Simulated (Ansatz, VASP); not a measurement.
**BP in two plane-wave programs**

One calculation is typed for both programs; each brings its own data sets. How far apart do they land? The cell is taken from a series of runs on this material, whose earlier steps may have relaxed, scaled, displaced or heated it; both programs get it as it stands.

Program: Ansatz 0.2.0. Level of theory: plane waves, with VASP 6.6.1 beside it; single point at PBE. Results are calculated unless marked as measured.

## (1) The starting structure

Symmetry: F-43m, No. 216, cubic system. The conventional cell has a = 4.518 Å, b = 4.518 Å, c = 4.518 Å, α = 90.00°, β = 90.00°, γ = 90.00°. Nearest to B lie 4 P at 1.96 Å. P has 4 B at 1.96 Å nearest. Farther neighbours are not listed.

Structure file:

```cif
data_structure
_symmetry_space_group_name_H-M 'F-43m'
_symmetry_Int_Tables_number 216
_cell_length_a 4.5177
_cell_length_b 4.5177
_cell_length_c 4.5177
_cell_angle_alpha 90.000
_cell_angle_beta 90.000
_cell_angle_gamma 90.000
_cell_volume 92.20
loop_
_atom_site_label
_atom_site_type_symbol
_atom_site_symmetry_multiplicity
_atom_site_Wyckoff_symbol
_atom_site_fract_x
_atom_site_fract_y
_atom_site_fract_z
_atom_site_occupancy
B1 B 4 a 0.00000 0.00000 0.00000 1
P1 P 4 c 0.25000 0.25000 0.25000 1
```

## (2) Ansatz: single point, PBE, pair 1

Ansatz runs on its PAW soft_1 files.

With cell and atoms fixed, the geometry can't cause a difference; cores, projectors, grids and the points listed under the comparison can.

Input file input.yaml:

```yaml
crystal:
  lattice:
    - [0.0, 2.2588425393, 2.2588425393]
    - [2.2588425393, 0.0, 2.2588425393]
    - [2.2588425393, 2.2588425393, 0.0]
  atoms:
    - { symbol: B, position: [0.0, 0.0, 0.0] }
    - { symbol: P, position: [0.75, 0.75, 0.75] }
kpoints:
  mp_grid: { grid: [12, 12, 12] }
hamiltonian:
  xc: pbe
  pseudopotentials: { kind: paw, azcp: { folder: soft_1 } }
scf:
  occupations: { method: gaussian, width: 0.02 }
output:
  forces: true
  stress: true
  eigenvalues: true
```

Launch:

```console
ansatz run input.yaml --threads 4 --pin off --max-ram 10240MiB --backend cpu --events-out ev --progress --plain --runs-dir out
```

Numbers of over 12 decimals in the logs are rounded to 6 here.

The log of the run:

```text
Engine: ansatz 0.2.0, x86_64-unknown-linux-gnu
Pseudopotentials: kind: paw
Pseudopotential: B, paw, valence charge 3, recommended cutoff 420 eV (normal), soft_1/B.paw.azcp
Pseudopotential: P, paw, valence charge 5, recommended cutoff 420 eV (normal), soft_1/P.paw.azcp
Functional definition: PBE
  parameter kappa = 0.804
  parameter beta = 0.066725
  exchange = pbe_x(kappa = kappa, mu = beta*pi^2/3)
  correlation = pbe_c(beta = beta)
Crystal: 2 atoms, lattice volume = 23.051 Å³
Basis set: ecut = 420 eV, 459 PW (Γ), exchange–correlation on 48×48×48 points (8 copies of the dense FFT grid, shifted against one another)
Bands: 8, of which v1, the nominal top of the filled ones, is band 4 counted from 1 (3 counted from 0)
Symmetry: 24 space group operations
Space group: F-43m (ITA 216), of the structure as read, at distance tolerance 2.8e-5 Å
k-points: 72 of 1728 (time reversal used)
Non-local potential: B, projectors of the file, l = 0: 2, l = 1: 2, l = 2: 1
Non-local potential: P, projectors of the file, l = 0: 2, l = 1: 2, l = 2: 1
PAW form: soft (Blöchl's): semilocal exchange-correlation on the pseudo side does not see the compensation charge
PAW one-centre angular grid: B, 110 points (default); XC on 64 Gauss nodes
PAW one-centre angular grid: P, 110 points (default); XC on 64 Gauss nodes
Initial density: superposition of atomic densities (chi_scale 0.1, normalization cell, long waves kept (reshape's long-wave potential 0.00 eV rms))
Initial wavefunctions: pseudopotential atomic-orbital guess
Functional: x = pbe(κ = 0.804, μ = 0.219515), c = pbe(β = 0.066725)
SCF iter   1: F=—  HF=-913.180143 eV  |F-HF|=—  |Δ(HF+E_count)|=         —  Δρ=9.35e-2  dr2=2.26e0  ethr=3.10e-3  ⟨swp⟩=6.2  Hψ=5473  notcnv=0
preconditioner: auto → none  [insulator: Δε(μ)=1.946 eV  Ē_g=13.039 eV  σ=0.020 eV  W_gap=1.00  n_scr=0 (ndim 8)  ℏωp=21.9 eV  f_vac=0.000  D(μ)=0.00/eV (n_scr^D=0)  ε∞_Penn≈3.8]
SCF iter   2: F=—  HF=-912.485118 eV  |F-HF|=—  |Δ(HF+E_count)|=   6.95e-1  Δρ=3.06e-2  dr2=1.62e-1  ethr=3.10e-3  ⟨swp⟩=3.1  Hψ=1795  notcnv=0
SCF iter   3: F=—  HF=-912.446625 eV  |F-HF|=—  |Δ(HF+E_count)|=   3.85e-2  Δρ=1.22e-2  dr2=2.17e-2  ethr=2.02e-3  ⟨swp⟩=3.0  Hψ=1138  notcnv=0
SCF iter   4: F=—  HF=-912.443299 eV  |F-HF|=—  |Δ(HF+E_count)|=   3.33e-3  Δρ=1.45e-3  dr2=2.33e-4  ethr=2.71e-4  ⟨swp⟩=2.8  Hψ=1059  notcnv=0
SCF iter   5: F=—  HF=-912.443365 eV  |F-HF|=—  |Δ(HF+E_count)|=   6.58e-5  Δρ=1.12e-4  dr2=1.58e-6  ethr=2.91e-6  ⟨swp⟩=2.6  Hψ=939  notcnv=0
SCF iter   6: F=—  HF=-912.443366 eV  |F-HF|=—  |Δ(HF+E_count)|=   6.95e-7  Δρ=1.17e-5  dr2=2.87e-8  ethr=1.25e-9  ⟨swp⟩=7.3  Hψ=3531  notcnv=0
SCF iter   7: F=-912.443366 eV  HF=-912.443366 eV  |F-HF|=4.09e-11  |Δ(HF+E_count)|=   1.36e-8  Δρ=9.16e-7  dr2=1.97e-10  ethr=3.58e-10  ⟨swp⟩=2.3  Hψ=2008  notcnv=0
SCF 1 converged in 7 iterations: F = -912.443366 eV  dr2 = 1.97e-10
  greatest PAW one-centre occupation: 0.766 electrons in one spin orbital (limit 2), on the P atom at site 1 (counted from 0), in its partial waves of l = 0
SCF converged after 7 iterations
Free energy (F): -912.443366 eV
Harris-Foulkes:  -912.443366 eV  (|F-HF|=4.09e-11)
Internal energy: -912.443366 eV  (E = F + TS)
E sigma→0 (E₀):  -912.443366 eV
Fermi energy:    10.037551 eV
--- Per-component energies (eV) ---
  E_band       = 23.073160
  E_kinetic    = 121.338668
  E_local      = -60.571462  (includes V_loc(G=0)·N_el)
  E_nonlocal   = 39.937471
  E_hartree    = 16.985545
  E_xc         = -107.059562
  E_vxc        = -101.393499  (∫ρ·V_xc dr)
  E_paw        = -636.298728  (= ΣΔE_a)
  E_vpaw       = -10.209031  (= ΣTr[D̂ρ^β])
  E_aug_tail   = 0.000006  (compensation charges beyond the density's cutoff)
  E_ewald      = -286.775303
  E_smearing   = -0.000000  (= −TS)
  E_closure    = -0.000000  (closes the sum)
  Σ components = -912.443366   (vs F -912.443366, Δ=0.00e0)
--- Forces (eV/Å), atoms counted from 1 ---
  atom   1  B     -0.00000000    -0.00000000    -0.00000000
  atom   2  P      0.00000000    -0.00000000     0.00000000
  max |Σ_I F_I| component: 2.04e-16 eV/Å
--- Stress (GPa, compression-positive) ---
        3.410148      -0.000000      -0.000000
        0.000000       3.410148       0.000000
       -0.000000       0.000000       3.410148
  P = ⅓ Tr σ = 3.4101 GPa (34.101 kbar)
--- Band table (eV; the first three rows and the last of 72) ---
  k-point 0: bands = ["-6.1488", "9.4278", "9.4278", "9.4278", "12.8525", "12.8525", "12.8525", "17.0031"]
  k-point 1: bands = ["-6.0222", "8.4619", "9.2120", "9.2120", "13.1507", "13.1507", "13.2122", "17.3613"]
  k-point 2: bands = ["-5.6456", "6.5719", "8.7567", "8.7567", "13.4962", "13.7636", "13.7636", "18.2518"]
  k-point 71: bands = ["-0.9389", "1.3163", "3.6795", "3.8837", "14.7494", "16.2174", "16.7457", "16.9498"]
```

The column dr2 measures how far the density is from self-consistency, as an energy; F and HF (Harris–Foulkes) agree once it is small.

The run ends at a pressure of 3.41 GPa.

## (3) VASP: single point, PBE, pair 1

The same cell, functional, mesh and smearing now go to VASP, with its own data sets.

Lines of VASP's logs that name or quote its potential files are left out, and so is its time.

Input file INCAR:

```
SYSTEM = BP
PREC = Accurate
ENCUT = 500
EDIFF = 1E-06
NELM = 120
ISMEAR = 0
SIGMA = 0.02
LREAL = .FALSE.
ALGO = Normal
GGA = PE
NBANDS = 10
LORBIT = 11
LWAVE = .FALSE.
LCHARG = .FALSE.
ISIF = 2
LASPH = .TRUE.
GGA_COMPAT = .FALSE.
EFERMI = MIDGAP
```

Input file POSCAR:

```
BP
1.0
    0.0000000000      2.2588425393      2.2588425393
    2.2588425393      0.0000000000      2.2588425393
    2.2588425393      2.2588425393      0.0000000000
B P
1 1
Direct
    0.0000000000      0.0000000000      0.0000000000
    0.7500000000      0.7500000000      0.7500000000
```

Input file KPOINTS:

```
Automatic mesh
0
Gamma
12 12 12
0 0 0
```

PAW data sets: B and P (PBE family, release 64).

Launch:

```console
mpirun -np 1 vasp_std
```

The log of the run:

```text
[banner, memory and clock lines left out]
running    1 mpi-ranks, on    1 nodes
 distrk:  each k-point on    1 cores,    1 groups
 distr:  one band on    1 cores,    1 groups

 POSCAR found type information on POSCAR B P
 POSCAR found :  2 types and       2 ions
 LDA part: xc-table for (Slater+PW92), standard interpolation
 POSCAR, INCAR and KPOINTS ok, starting setup
 FFT: planning ... GRIDC
 FFT: planning ... GRID_SOFT
 FFT: planning ... GRID
 WAVECAR not read
 entering main loop
       N       E                     dE             d eps       ncg     rms          rms(c)
DAV:   1     0.854728619843E+01    0.85473E+01   -0.38929E+03  1440   0.702E+02
DAV:   2    -0.130805266626E+02   -0.21628E+02   -0.20674E+02  1978   0.110E+02
DAV:   3    -0.136604770490E+02   -0.57995E+00   -0.57869E+00  1770   0.163E+01
DAV:   4    -0.136627228586E+02   -0.22458E-02   -0.22455E-02  1822   0.114E+00
DAV:   5    -0.136627329288E+02   -0.10070E-04   -0.10070E-04  1738   0.712E-02    0.735E+00
DAV:   6    -0.130286948646E+02    0.63404E+00   -0.14873E+00  1620   0.573E+00    0.398E+00
DAV:   7    -0.129338770250E+02    0.94818E-01   -0.25427E-01  1864   0.269E+00    0.133E+00
DAV:   8    -0.129258161477E+02    0.80609E-02   -0.28787E-02  1652   0.101E+00    0.210E-01
DAV:   9    -0.129261280913E+02   -0.31194E-03   -0.65151E-04  1644   0.188E-01    0.126E-01
DAV:  10    -0.129263240445E+02   -0.19595E-03   -0.28301E-04  1704   0.110E-01    0.296E-02
DAV:  11    -0.129263330417E+02   -0.89973E-05   -0.97235E-06  1866   0.223E-02    0.319E-02
DAV:  12    -0.129263340177E+02   -0.97594E-06   -0.38459E-06  1624   0.107E-02
   1 F= -.12926334E+02 E0= -.12926334E+02  d E =0.000000E+00
```

OUTCAR, selected parts (step 3):

```text
ion  position               nearest neighbor table
   1  0.000  0.000  0.000-   2 1.96   2 1.96   2 1.96   2 1.96
   2  0.750  0.750  0.750-   1 1.96   1 1.96   1 1.96   1 1.96

  LATTYP: Found a face centered cubic cell.
 ALAT       =     4.5176850786

 Subroutine GETGRP returns: Found 24 space group operations
 (whereof 24 operations were pure point group operations)

The static configuration has the point symmetry T_d .

 Found     72 irreducible k-points:

   k-points           NKPTS =     72   k-points in BZ     NKDIM =     72   number of bands    NBANDS=     10

   dimension x,y,z NGX =    24 NGY =   24 NGZ =   24
   dimension x,y,z NGXF=    48 NGYF=   48 NGZF=   48

   ENCUT  =  500.0 eV  36.75 Ry    6.06 a.u.   5.82  5.82  5.82*2*pi/ulx,y,z

   NELECT =       8.0000    total number of electrons

 k-points in reciprocal lattice and weights: Automatic mesh
   0.00000000  0.00000000  0.00000000       0.001
   0.08333333  0.00000000  0.00000000       0.005
   0.16666667  0.00000000  0.00000000       0.005
   0.25000000  0.00000000  0.00000000       0.005
   0.33333333  0.00000000  0.00000000       0.005
   0.41666667  0.00000000  0.00000000       0.005
   0.50000000  0.00000000  0.00000000       0.002
   0.08333333  0.08333333  0.00000000       0.003
   0.16666667  0.08333333  0.00000000       0.014
[...]
-0.33333333  0.50000000  0.16666667       0.007
  -0.25000000  0.50000000  0.25000000       0.003

 average (electrostatic) potential at core
       1 -24.5986       2 -81.1262

 E-fermi :   8.2006

 k-point     1 :       0.0000    0.0000    0.0000
  band No.  band energies     occupation
      1      -7.9882      2.00000
      2       7.5930      2.00000
      3       7.5930      2.00000
      4       7.5930      2.00000
      5      11.0137      0.00000
      6      11.0137      0.00000
      7      11.0137      0.00000
      8      15.1729      0.00000
      9      19.1971      0.00000
    ...

 k-point     2 :       0.0833    0.0000    0.0000
  band No.  band energies     occupation
      1      -7.8616      2.00000
      2       6.6250      2.00000
      3       7.3764      2.00000
      4       7.3764      2.00000
      5      11.3131      0.00000
      6      11.3131      0.00000
      7      11.3765      0.00000
      8      15.5307      0.00000
      9      19.2281      0.00000
    ...

 k-point     3 :       0.1667    0.0000    0.0000
  band No.  band energies     occupation
      1      -7.4849      2.00000
      2       4.7337      2.00000
      3       6.9204      2.00000
      4       6.9204      2.00000
      5      11.6642      0.00000
      6      11.9283      0.00000
      7      11.9283      0.00000
      8      16.4211      0.00000
      9      18.5593      0.00000
    ...

  Total        0.4579029      0.4579029      0.4579029      0.0000000      0.0000000     -0.0000000
  in kB       31.8270299     31.8270299     31.8270299      0.0000000      0.0000000     -0.0000000
  external PRESSURE =      31.8270299 kB  Pullay stress =       0.0000000 kB

  energy-cutoff  :      500.00
  volume of cell :       23.05
      direct lattice vectors                 reciprocal lattice vectors
     0.000000000  2.258842539  2.258842539    -0.221352304  0.221352304  0.221352304
     2.258842539  0.000000000  2.258842539     0.221352304 -0.221352304  0.221352304
     2.258842539  2.258842539  0.000000000     0.221352304  0.221352304 -0.221352304

 POSITION                                       TOTAL-FORCE (eV/Angst)
 -----------------------------------------------------------------------------------
      0.00000      0.00000      0.00000        -0.000000     -0.000000     -0.000000
      3.38826      3.38826      3.38826         0.000000      0.000000      0.000000
 -----------------------------------------------------------------------------------
    total drift:                               -0.000000     -0.000000     -0.000000

  FREE ENERGIE OF THE ION-ELECTRON SYSTEM (eV)
  ---------------------------------------------------
  free  energy   TOTEN  =       -12.9263340177 eV

  energy  without entropy=      -12.9263340177  energy(sigma->0) =      -12.92633402

 total charge
# of ion       s       p       d       tot
------------------------------------------
    1        0.671   1.291   0.000   1.961
    2        0.993   1.585   0.000   2.578
--------------------------------------------------
tot          1.663   2.876   0.000   4.539

[... 3 further parts left out ...]
```

The run ends at a pressure of 3.18 GPa.

## (4) Differences

Known differences besides the potentials themselves: the cutoff is 420 eV in Ansatz and 500 eV in VASP. Total energies have different zeros and are not compared.

Both answers:

| quantity | Ansatz | VASP | difference |
| --- | --- | --- | --- |
| pressure (GPa) | 3.41 | 3.18 | +0.23 |
| gap on the k mesh (eV) | 1.220 | 1.215 | +0.004 |

A gap on the mesh is an upper bound, since the band edges may lie between its points.

## (5) Ansatz: single point, PBE, pair 2

A single point gives forces, pressure and levels at one fixed geometry, so differences don't come from the geometry; what else differs is listed under the comparison. The cell compared in this pair holds 23.99 Å³, against 23.05 Å³ for the pair before.

The cell is taken from a series of runs on this material, whose earlier steps may have relaxed, scaled, displaced or heated it; both programs get it as it stands.

input.yaml, the sections that differ from step 2:

```yaml
crystal:
  lattice:
    - [0.0, 2.2891661918, 2.2891661918]
    - [2.2891661918, 0.0, 2.2891661918]
    - [2.2891661918, 2.2891661918, 0.0]
  atoms:
    - { symbol: B, position: [0.0, 0.0, 0.0] }
    - { symbol: P, position: [0.75, 0.75, 0.75] }
# kpoints, hamiltonian, scf, output: as in step 2
```

Launch:

```console
ansatz run input.yaml --threads 4 --pin off --max-ram 10240MiB --backend cpu --events-out ev --progress --plain --runs-dir out
```

The log of the run:

```text
[...]
Crystal: 2 atoms, lattice volume = 23.992 Å³
Basis set: ecut = 420 eV, 459 PW (Γ), exchange–correlation on 48×48×48 points (8 copies of the dense FFT grid, shifted against one another)
Bands: 8, of which v1, the nominal top of the filled ones, is band 4 counted from 1 (3 counted from 0)
Symmetry: 24 space group operations
[...]
k-points: 72 of 1728 (time reversal used)
[...]
Free energy (F): -912.443727 eV
[...]
Internal energy: -912.443727 eV  (E = F + TS)
E sigma→0 (E₀):  -912.443727 eV
Fermi energy:    9.523598 eV
[...]
--- Stress (GPa, compression-positive) ---
       -3.082089       0.000000      -0.000000
        0.000000      -3.082089       0.000000
       -0.000000       0.000000      -3.082089
  P = ⅓ Tr σ = -3.0821 GPa (-30.821 kbar)
--- Band table (eV; the first three rows and the last of 72) ---
[...]
[key lines of the parts left out:]
SCF converged after 7 iterations
```

The run ends at a pressure of -3.08 GPa.

## (6) VASP: single point, PBE, pair 2

The same cell, functional, mesh and smearing now go to VASP, with its own data sets.

INCAR is that of step 3.

Input file POSCAR:

```
BP
1.0
    0.0000000000      2.2891661918      2.2891661918
    2.2891661918      0.0000000000      2.2891661918
    2.2891661918      2.2891661918      0.0000000000
B P
1 1
Direct
    0.0000000000      0.0000000000      0.0000000000
    0.7500000000      0.7500000000      0.7500000000
```

KPOINTS is that of step 3.

Launch:

```console
mpirun -np 1 vasp_std
```

The log of the run:

```text
[... set-up lines as in an earlier step ...]
 entering main loop
       N       E                     dE             d eps       ncg     rms          rms(c)
DAV:   1     0.797315456856E+01    0.79732E+01   -0.38753E+03  1440   0.694E+02
DAV:   2    -0.130194744510E+02   -0.20993E+02   -0.19904E+02  2036   0.106E+02
DAV:   3    -0.135756714762E+02   -0.55620E+00   -0.55491E+00  1730   0.160E+01
DAV:   4    -0.135780176084E+02   -0.23461E-02   -0.23459E-02  1796   0.118E+00
[...]
DAV:  11    -0.129258508581E+02   -0.95613E-05   -0.10284E-05  1868   0.229E-02    0.297E-02
DAV:  12    -0.129258518582E+02   -0.10001E-05   -0.39053E-06  1626   0.107E-02    0.720E-03
DAV:  13    -0.129258518205E+02    0.37713E-07   -0.76386E-08   832   0.210E-03
   1 F= -.12925852E+02 E0= -.12925852E+02  d E =0.000000E+00
```

(Part 1 of 2 ends here.)

[Lines on the potential files, build, host, timing and source positions are cut from VASP's logs without a mark.]

[Logs are printed without paths, hosts, clocks, repeated set-up lines and the standing remarks that a program may print on its own settings, such as how far it seeks lower states.]

[Hosts, paths, dates, database ids (printed as entryN), source tags and the programs' standing remarks are cut or masked in the printed files.]
